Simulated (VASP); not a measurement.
A convergence study with VASP on InP (zinc blende): a few settings are varied, all else stays as given below, so the limit is that of these other settings.

```xyz
2
Lattice="0.0000 2.9350 2.9350 2.9350 0.0000 2.9350 2.9350 2.9350 0.0000" Properties=species:S:1:pos:R:3 pbc="T T T"
In     0.0000     0.0000     0.0000
P      1.4675     1.4675     1.4675
```

Calculation: HSE06 screened hybrid, VASP's PBE PAW potentials (set 64) (plane waves; VASP). The last row used: 400 eV cut-off, 4×4×4 Γ-centred mesh, Gaussian smearing of 0.050 eV, potentials In_d P.

Unless said otherwise, spin-orbit coupling is left out, though it shifts the bands of the heavy elements here. Gaps are read on the run's mesh, which can miss a band edge.

| setting | E (eV/atom) | pressure (GPa) | gap on the mesh (eV) | electronic steps |
|---|---|---|---|---|
| ENCUT = 300, PRECFOCK = Fast | -4.9619 | 0.93 | 1.521 | 21 |
| ENCUT = 520, PRECFOCK = Fast | -4.9638 | 1.26 | 1.524 | 20 |
| ENCUT = 300, PRECFOCK = Normal | -4.9619 | 0.94 | 1.521 | 21 |
| ENCUT = 400, PRECFOCK = Normal | -4.9634 | 1.25 | 1.524 | 20 |
| ENCUT = 520, PRECFOCK = Normal | -4.9636 | 1.26 | 1.524 | 20 |
| ENCUT = 300, PRECFOCK = Accurate | -4.9619 | 0.94 | 1.521 | 21 |
| ENCUT = 400, PRECFOCK = Accurate | -4.9634 | 1.25 | 1.524 | 20 |

Left out are rungs that failed or repeat a setting and relaxations that didn't move; long series are thinned to 24 rows.

The compound is InP in the zinc blende structure. The cell was not relaxed at this level.
